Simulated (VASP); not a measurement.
The system is HfO2.

```
Hf O
1.0
     0.00000    2.55750    2.55750
     2.55750    0.00000    2.55750
     2.55750    2.55750    0.00000
Hf O
1 2
Direct
  0.00000 0.00000 0.00000
  0.25000 0.25000 0.25000
  0.75000 0.75000 0.75000
```

Measurements of this composition are mostly on another form, of space group No. 14.

```yaml
Program: VASP 6.6.1
Task: relaxation of cell and atoms
Functional: PBE
Potentials_or_basis: VASP PAW PBE potentials, release 64 (Hf_pv, O)
Cutoff: 520 eV
k_mesh: 6 × 6 × 6
Occupations: gaussian, width 0.02 eV
Spin: no spin polarisation
```

At the start: pressure -6.0 GPa; volume 11.15 Å³/atom.

Q: Where does the relaxation end?

A: Over 6 steps the energy falls by 5.3 meV/atom and the volume is 10.88 Å³/atom (-2.5 %); space group Fm-3m (No. 225, to 0.05 Å).

Step by step:
```
step  energy change (eV)  largest force (eV/Å)  pressure (GPa)  volume (Å³)
   1              0.0000                0.0000           -6.00        33.46
   2              0.0181                0.0000            9.77        31.48
   3             -0.0159                0.0000           -0.05        32.63
   4             -0.0159                0.0000            0.08        32.62
   5             -0.0159                0.0000           -0.09        32.64
   6             -0.0159                0.0000            0.00        32.63
```

Final structure:
```xyz
3
Lattice="0.0000 2.5362 2.5362 2.5362 0.0000 2.5362 2.5362 2.5362 0.0000" Properties=species:S:1:pos:R:3 pbc="T T T"
Hf    0.0000    2.5362    2.5362
O     1.2681    1.2681    1.2681
O     3.8043    3.8043    3.8043
```
